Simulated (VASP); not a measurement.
# How a change of volume changes HfN (Fm-3m)

How do stress and energy of HfN follow a change of volume?

Main program and level: VASP 6.6.1; PBEsol; plane waves and PAW (Hf_sv_GW, N); cell typed or built by script, in the first sound run; inputs show where later runs differ.

### 1. Starting point

It takes space group Fm-3m (No. 225, cubic). Conventional cell: a = 4.520 Å, b = 4.520 Å, c = 4.520 Å, α = 90.00°, β = 90.00°, γ = 90.00°. Nearest to Hf lie 6 N at 2.26 Å. Nearest to N lie 6 Hf at 2.26 Å. Farther neighbours and most contacts between anions are not listed.

Structure file:

```xyz
2
Lattice="0.0000 2.2600 2.2600 2.2600 0.0000 2.2600 2.2600 2.2600 0.0000" Properties=species:S:1:pos:R:3 pbc="T T T"
Hf    0.0000    0.0000    0.0000
N     2.2600    2.2600    2.2600
```

### 2. Relax the crystal, PBEsol

The series starts from the cell that this level prefers, so that zero strain is near zero stress.

This step took 2 runs in a row; the last is shown.

Level: PBEsol; plane waves and PAW (Hf_sv_GW, N); cell typed or built by script.

File INCAR:

```
SYSTEM = HfN
PREC = Accurate
ENCUT = 600
EDIFF = 1E-07
NELM = 120
ISMEAR = 1
SIGMA = 0.15
LREAL = .FALSE.
ALGO = Normal
GGA = PS
NBANDS = 14
LASPH = .TRUE.
LORBIT = 11
LWAVE = .FALSE.
LCHARG = .FALSE.
KPAR = 8
IBRION = 2
NSW = 40
ISIF = 3
EDIFFG = -0.005
POTIM = 0.4
```

File POSCAR:

```
HfN
1.0
    0.0000000000      2.2511337664      2.2511337664
    2.2511337664      0.0000000000      2.2511337664
    2.2511337664      2.2511337664      0.0000000000
Hf N
1 1
Direct
    0.0000000000      0.0000000000      0.0000000000
    0.5000000000      0.5000000000      0.5000000000
```

File KPOINTS:

```
Automatic mesh
0
Gamma
19 19 19
0 0 0
```

PAW data sets: Hf_sv_GW and N (PBE family, release 64).

On the command line:

```sh
mpirun -np 8 vasp_std
```

The log of the run:

```text
[banner, memory and clock lines left out]
running    8 mpi-ranks, on    1 nodes
[...]
|                                                                             |
|           W    W    AA    RRRRR   N    N  II  N    N   GGGG   !!!           |
|           W    W   A  A   R    R  NN   N  II  NN   N  G    G  !!!           |
|           W    W  A    A  R    R  N N  N  II  N N  N  G       !!!           |
|           W WW W  AAAAAA  RRRRR   N  N N  II  N  N N  G  GGG   !            |
|           WW  WW  A    A  R   R   N   NN  II  N   NN  G    G                |
|           W    W  A    A  R    R  N    N  II  N    N   GGGG   !!!           |
|                                                                             |
|     For optimal performance we recommend to set                             |
|       NCORE = 2 up to number-of-cores-per-socket                            |
|     NCORE specifies how many cores store one orbital (NPAR=cpu/NCORE).      |
|     This setting can greatly improve the performance of VASP for DFT.       |
[...]
|     You enforced a specific xc type in the INCAR file but a different       |
|     [... a line on the potential file left out ...]
|     I HOPE YOU KNOW WHAT YOU ARE DOING!                                     |
|                                                                             |

 LDA part: xc-table for (Slater+PW92), standard interpolation
 POSCAR, INCAR and KPOINTS ok, starting setup
[...]
entering main loop
       N       E                     dE             d eps       ncg     rms          rms(c)
DAV:   1     0.101925095133E+03    0.10193E+03   -0.10368E+04  6160   0.132E+03
DAV:   2    -0.249554732365E+02   -0.12688E+03   -0.11851E+03  8430   0.320E+02
DAV:   3    -0.295032726024E+02   -0.45478E+01   -0.45111E+01  7480   0.634E+01
DAV:   4    -0.295183506887E+02   -0.15078E-01   -0.15074E-01  7048   0.413E+00
[...]
DAV:  13    -0.257565045960E+02    0.34450E-06   -0.67343E-06  7684   0.218E-02    0.225E-02
DAV:  14    -0.257565037416E+02    0.85441E-06   -0.17187E-06  7276   0.118E-02    0.124E-02
DAV:  15    -0.257565037442E+02   -0.25852E-08   -0.82056E-08  3344   0.260E-03
   1 F= -.25756504E+02 E0= -.25756683E+02  d E =-.257565E+02
[...]
reached required accuracy - stopping structural energy minimisation
```

Run time: 22 s. Hardware: 8 MPI ranks of AMD EPYC 7R43, shared host; peak memory 1.8 GiB; 2.7 min of CPU time.

Lines that name or quote the potential files are left out of all logs, and their timing lines are given in words.

Parts of OUTCAR (step 2):

```text
  Total       -0.0012374     -0.0012374     -0.0012374     -0.0000000      0.0000000      0.0000000
  in kB       -0.0868950     -0.0868950     -0.0868950     -0.0000000      0.0000000      0.0000000
  external PRESSURE =      -0.0868950 kB  Pullay stress =       0.0000000 kB

 POSITION                                       TOTAL-FORCE (eV/Angst)
 -----------------------------------------------------------------------------------
      0.00000      0.00000      0.00000         0.000000     -0.000000      0.000000
      2.25113      2.25113      2.25113        -0.000000      0.000000     -0.000000
 -----------------------------------------------------------------------------------
    total drift:                                0.000000      0.000000      0.000000

  FREE ENERGIE OF THE ION-ELECTRON SYSTEM (eV)
  ---------------------------------------------------
  free  energy   TOTEN  =       -25.7565037442 eV

  energy  without entropy=      -25.7570402845  energy(sigma->0) =      -25.75668259

 reached required accuracy - stopping structural energy minimisation

[... 3 further parts left out ...]
[key lines of the parts left out:]
E-fermi :  12.1055
```

This run gave:

```
energy(sigma→0) of the program : -25.7567 eV
stress, compression positive   : xx, yy, zz -0.01, -0.01, -0.01 GPa
volume                         : 22.816 Å³
ionic steps                    : 1
```

### 3. Relax at fixed volume, PBEsol

One member in full: the volume is scaled by 1.06, and the cell is held.

Level: PBEsol; plane waves and PAW (Hf_sv_GW, N); cell typed or built by script.

INCAR: that of step 2 with these lines changed.

```diff
@@ -15,7 +15,8 @@
 LCHARG = .FALSE.
-KPAR = 8
+KPAR = 2
 IBRION = 2
 NSW = 40
-ISIF = 3
-EDIFFG = -0.005
+ISIF = 2
+EDIFFG = -0.004
 POTIM = 0.4
+MAXMIX = 40
```

File POSCAR:

```
HfN
1.0
    0.0000000000      2.2952848532      2.2952848532
    2.2952848532      0.0000000000      2.2952848532
    2.2952848532      2.2952848532      0.0000000000
Hf N
1 1
Direct
    0.0000000000      0.0000000000      0.0000000000
    0.5000000000      0.5000000000      0.5000000000
```

KPOINTS is that of step 2.

On the command line:

```sh
mpirun -np 2 vasp_std
```

The log of the run:

```text
[banner, memory and clock lines left out]
running    2 mpi-ranks, on    1 nodes
[...]
[... a notice as in an earlier step ...]

 LDA part: xc-table for (Slater+PW92), standard interpolation
 POSCAR, INCAR and KPOINTS ok, starting setup
[...]
entering main loop
       N       E                     dE             d eps       ncg     rms          rms(c)
DAV:   1     0.990676998776E+02    0.99068E+02   -0.10169E+04  6176   0.131E+03
DAV:   2    -0.249016110031E+02   -0.12397E+03   -0.11600E+03  8338   0.314E+02
DAV:   3    -0.294911585234E+02   -0.45895E+01   -0.45268E+01  7606   0.637E+01
DAV:   4    -0.295074725475E+02   -0.16314E-01   -0.16309E-01  6874   0.428E+00
[...]
DAV:  13    -0.256910931186E+02   -0.32676E-06   -0.62797E-06  7810   0.215E-02    0.946E-03
DAV:  14    -0.256910919862E+02    0.11324E-05   -0.24781E-06  7378   0.139E-02    0.178E-02
DAV:  15    -0.256910919873E+02   -0.11059E-08   -0.13521E-07  5026   0.322E-03
   1 F= -.25691092E+02 E0= -.25691291E+02  d E =-.256911E+02
[...]
reached required accuracy - stopping structural energy minimisation
```

It took 58 s on 2 MPI ranks; peak memory 0.44 GiB; 1.9 min of CPU time.

From OUTCAR (step 3):

```text
  Total       -2.2706755     -2.2706755     -2.2706755      0.0000000     -0.0000000     -0.0000000
  in kB     -150.4270330   -150.4270330   -150.4270330      0.0000000     -0.0000000     -0.0000000
  external PRESSURE =    -150.4270330 kB  Pullay stress =       0.0000000 kB

 POSITION                                       TOTAL-FORCE (eV/Angst)
 -----------------------------------------------------------------------------------
      0.00000      0.00000      0.00000         0.000000      0.000000     -0.000000
      2.29528      2.29528      2.29528        -0.000000     -0.000000      0.000000
 -----------------------------------------------------------------------------------
    total drift:                                0.000000      0.000000      0.000000

  FREE ENERGIE OF THE ION-ELECTRON SYSTEM (eV)
  ---------------------------------------------------
  free  energy   TOTEN  =       -25.6910919873 eV

  energy  without entropy=      -25.6916879830  energy(sigma->0) =      -25.69129065

[... 2 parts as in an earlier step ...]

[... 2 further parts left out ...]
[key lines of the parts left out:]
E-fermi :  11.3737
```

Numbers from this step:

- energy(sigma→0) of the program: -25.6913 eV
- stress, compression positive: xx, yy, zz -15.04, -15.04, -15.04 GPa
- ionic steps: 1

### 4. All members

The other members went through these steps as far as the tables show, with the same cutoff and, step by step, the same mesh; 9 runs are not shown. The session took 0.51 core hours (wall time by ranks) on a shared machine.

```tsv
volume over the relaxed volume	volume (Å³/atom)	pressure (GPa)	energy above the unstrained row, extrapolated to no smearing (meV/atom)
0.940	10.723	20.739	43.103
0.960	10.951	13.067	18.721
0.980	11.180	?	?
0.990	11.294	3.001	1.252
1	11.408	-0.009	0.000
1.010	11.522	-2.862	0.832
1.020	11.636	-5.566	3.645
1.040	11.864	-10.559	14.794
1.060	12.092	-15.043	32.696
```

### 5. A fit to the known rows

A least-squares cubic through the 8 rows shown, with u the logarithm of the volume ratio: pressure = − 684.0 u³ + 641.0 u² − 293.0 u − 0.009236 (GPa), r.m.s. residual 5.1e-4 GPa.

At u = -0.02020 this predicts 6.178 GPa.

### 6. Prediction against calculation

The calculation gives 6.178 GPa, so the prediction is right to the last digit shown.

A cubic of the pressure in ln(V/V₀) through all rows has the slope −B at V₀: B = 293 GPa, and its curvature gives B′ = 4.4.

### 7. Summary of results

| Quantity | Value |
| --- | --- |
| error of the predicted pressure | 0.000 GPa |
| bulk modulus | 293 GPa |

What this shows: The slope of the energy gives 0.27 GPa at the relaxed volume where the pressure column has -0.01 GPa, a mark of the finite basis or of the smearing. These are static values: temperature and zero-point motion are left out. In a metal the slopes also depend on mesh and smearing, which were held through the series.

[Lines on the potential files, build, host, timing and source positions are cut from VASP's logs without a mark.]

[Logs are printed without paths, hosts, clocks, repeated set-up lines and the standing remarks that a program may print on its own settings, such as how far it seeks lower states.]

[Hosts, paths, dates, database ids (printed as entryN), source tags and the programs' standing remarks are cut or masked in the printed files.]

[In band tables of VASP the shares of atoms and orbitals are scaled to a sum of 1 inside the atoms' spheres.]
